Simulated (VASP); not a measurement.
```
Tb
1.0
    1.80772    -3.13106     0.00000
    1.80772     3.13106     0.00000
    0.00000     0.00000     5.51813
Tb
2
Direct
  0.33333   0.66667   0.25000
  0.66667   0.33333   0.75000
```

Calculation: SCAN meta-GGA, VASP's PBE PAW potentials (set 64) (plane waves; VASP). Numerical set-up: 520 eV cut-off, 13×13×8 Γ-centred mesh, tetrahedra with Blöchl corrections, potentials Tb_3.

The 4f electrons are frozen in the core of the lanthanide potential, so 4f levels, which can set the real gap, and their magnetism are missing.

**Question.** What does the run give for the energy per atom (σ→0), band gap (over mesh and band path) with the smallest direct gap where there is one?

**Answer.** 
| Item | Result |
|---|---|
| band gap (over mesh and band path) | none (metal, semimetal or under 0.01 eV) |
| energy per atom (σ→0) | -46.790 eV/atom |

Total energies compare only between runs with the same potentials, cut-off and functional.

The compound is Tb in the hcp structure. It was relaxed first.
